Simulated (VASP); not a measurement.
Output of a VASP run:

OSZICAR:
```
       N       E                     dE             d eps       ncg     rms          rms(c)
DAV:   1     0.650735498338E+02    0.65074E+02   -0.42400E+03   576   0.673E+02
DAV:   2    -0.263875733722E+01   -0.67712E+02   -0.64227E+02   832   0.137E+02
DAV:   3    -0.797364503384E+01   -0.53349E+01   -0.53149E+01   744   0.434E+01
DAV:   4    -0.810312146843E+01   -0.12948E+00   -0.12946E+00   808   0.825E+00
DAV:   5    -0.810394948568E+01   -0.82802E-03   -0.82794E-03   728   0.735E-01    0.616E+00
DAV:   6    -0.797378308040E+01    0.13017E+00   -0.15643E-01   640   0.216E+00    0.398E+00
DAV:   7    -0.795047031944E+01    0.23313E-01   -0.45283E-02   688   0.117E+00    0.255E+00
DAV:   8    -0.794963834709E+01    0.83197E-03   -0.31943E-02   688   0.109E+00    0.374E-01
DAV:   9    -0.794800762584E+01    0.16307E-02   -0.47400E-03   648   0.396E-01    0.161E-01
DAV:  10    -0.794803924887E+01   -0.31623E-04   -0.38152E-04   720   0.113E-01    0.642E-02
DAV:  11    -0.794805440155E+01   -0.15153E-04   -0.15613E-05   680   0.310E-02    0.408E-02
DAV:  12    -0.794806422592E+01   -0.98244E-05   -0.10932E-05   656   0.242E-02    0.195E-02
DAV:  13    -0.794806734636E+01   -0.31204E-05   -0.37481E-06   664   0.148E-02    0.768E-03
DAV:  14    -0.794806757300E+01   -0.22664E-06   -0.20938E-07   480   0.340E-03
   1 F= -.79480676E+01 E0= -.79480676E+01  d E =-.663691E-12  mag=    -0.0000     0.0000    -0.0000
```

**OUTCAR**
```
------------------------ aborting loop because EDIFF is reached ----------------------------------------
  FORCE on cell =-STRESS in cart. coord.  units (eV):
  Direction    XX          YY          ZZ          XY          YZ          ZX
  --------------------------------------------------------------------------------------
  Total        0.6614414      0.6614413      0.8075491      0.0000000     -0.0000000      0.0000000
  in kB       10.2586082     10.2586068     12.5246628      0.0000000     -0.0000000      0.0000000
  external PRESSURE =      11.0139593 kB  Pullay stress =       0.0000000 kB
  volume of cell :      103.30
      direct lattice vectors                 reciprocal lattice vectors
     2.081640000 -3.605506000  0.000000000     0.240195231 -0.138676790  0.000000000
     2.081640000  3.605506000  0.000000000     0.240195231  0.138676790  0.000000000
     0.000000000  0.000000000  6.881952000     0.000000000  0.000000000  0.145307610
 POSITION                                       TOTAL-FORCE (eV/Angst)
 -----------------------------------------------------------------------------------
      0.00000      0.00000      0.00000         0.000000      0.000000      0.000000
      2.08164      1.20184      1.66543        -0.000000     -0.000000      0.017989
      2.08164     -1.20184      5.21652         0.000000     -0.000000     -0.017989
 -----------------------------------------------------------------------------------
    total drift:                               -0.000000     -0.000000      0.000000
  FREE ENERGIE OF THE ION-ELECTRON SYSTEM (eV)
  ---------------------------------------------------
  free  energy   TOTEN  =        -7.9480675730 eV

  energy  without entropy=       -7.9480675730  energy(sigma->0) =       -7.94806757

 total charge

# of ion       s       p       d       tot
------------------------------------------
    1        0.140   0.112   0.028   0.280
    2        1.506   2.824   0.013   4.343
    3        1.506   2.824   0.013   4.343
--------------------------------------------------
tot          3.153   5.760   0.053   8.967

 magnetization (x)

# of ion       s       p       d       tot
------------------------------------------
    1        0.000   0.000   0.000   0.000
    2       -0.000   0.000   0.000  -0.000
    3       -0.000   0.000   0.000  -0.000
--------------------------------------------------
tot         -0.000   0.000   0.000  -0.000

 magnetization (y)

# of ion       s       p       d       tot
------------------------------------------
    1        0.000  -0.000  -0.000  -0.000
    2        0.000   0.000   0.000   0.000
    3        0.000   0.000   0.000   0.000
--------------------------------------------------
tot          0.000  -0.000  -0.000  -0.000

 magnetization (z)

# of ion       s       p       d       tot
------------------------------------------
    1        0.000  -0.000   0.000  -0.000
    2        0.000   0.000   0.000   0.000
    3        0.000   0.000   0.000   0.000
--------------------------------------------------
tot          0.000  -0.000   0.000  -0.000

 Ion:    1  E_soc:     -0.0001127

 Ion:    2  E_soc:     -0.2538417

 Ion:    3  E_soc:     -0.2538417
```
(Selected blocks of OUTCAR.)

### POSCAR
```
MgI2
1
    2.0816400000    -3.6055060000     0.0000000000
    2.0816400000     3.6055060000     0.0000000000
    0.0000000000     0.0000000000     6.8819520000
Mg I
1 2
Direct
  0.0000000000   0.0000000000   0.0000000000
  0.3333330000   0.6666670000   0.2420000000
  0.6666670000   0.3333330000   0.7580000000
```

### Question
Write an INCAR and KPOINTS that could have produced this output.

### Answer
One answer among several that fit: the input of the run itself, PBE GGA with spin-orbit coupling, plane waves, VASP's PBE PAW potentials (set 64).

### KPOINTS
```
Automatic mesh
0
Gamma
5 5 3
0 0 0
```

### INCAR
```
NELM = 100   ! most electronic steps
GGA_COMPAT = F
LREAL = F
LNONCOLLINEAR = T
SYSTEM = MgI2
ISIF = 2   ! forces and stress, cell fixed
EDIFF = 1E-6   ! SCF stop (eV)
GGA = PE
LORBIT = 11
PREC = Accurate
LSORBIT = T
LMAXMIX = 4   ! l cut-off of mixed one-centre charges
ALGO = Normal   ! blocked Davidson
SIGMA = 0.01
ENCUT = 300
LCHARG = F
MAGMOM = 9*0.0
LASPH = T   ! aspherical one-centre terms
ISMEAR = -1
LWAVE = F
```

POTCAR, in this order: Mg I (PBE.64 set). Program: vasp_ncl.

The structure is a typed MgI2 crystal (P-3m1). The cell was not relaxed at this level. The run is one of a series of settings (GGA_COMPAT = .FALSE., LNONCOLLINEAR = .TRUE., LSORBIT = .TRUE., MAGMOM = 0.0 0.0 0.0 0.0 0.0 0.0 0.0 0.0 0.0, program vasp_ncl against the base run), some of them coarse on purpose.
